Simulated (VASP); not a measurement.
NbB2, 3 atoms in the cell. The structure is hexagonal, space group P6/mmm (No. 191). Conventional cell: a = 3.083 Å, b = 3.083 Å, c = 3.316 Å, α = 90.00°, β = 90.00°, γ = 120.00°. Nb (site symmetry 6/mmm) has 12 B at 2.43 Å as nearest neighbours. B (site symmetry -6m2) is surrounded by 3 B at 1.78 Å. 

- Program: VASP 6.6.1
- Task: relaxation of cell and atoms
- Functional: PBEsol
- Potentials or basis: VASP PAW PBE potentials, release 64 (Nb_sv, B)
- Cutoff: 520 eV
- k mesh: 6 × 6 × 4
- Occupations: gaussian, width 0.1 eV
- Spin: no spin polarisation
- Further INCAR settings: ALGO = Normal; EDIFF = 1e-07; IBRION = 2; EDIFFG = -0.002; NSW = 80; ISIF = 3

Potentials or basis: VASP PAW PBE potentials, release 64 (Nb_sv, B).

Command:

```bash
$ cat potpaw_PBE.64/Nb_sv/POTCAR potpaw_PBE.64/B/POTCAR > POTCAR
$ mpirun -np 4 vasp_std > vasp.out
```

Hardware: 4 MPI ranks on Intel(R) Xeon(R) Platinum 8259CL CPU @ 2.50GHz (Skylake/Cascade Lake) (shared host).

Question: Estimate the wall time of this run.

Answer: It took 4.9 s on 4 MPI ranks on Intel(R) Xeon(R) Platinum 8259CL CPU @ 2.50GHz (Skylake/Cascade Lake), on a shared host, peak memory 0.13 GiB a rank. Counts: scf iterations 14, k points 21, ion steps 1.
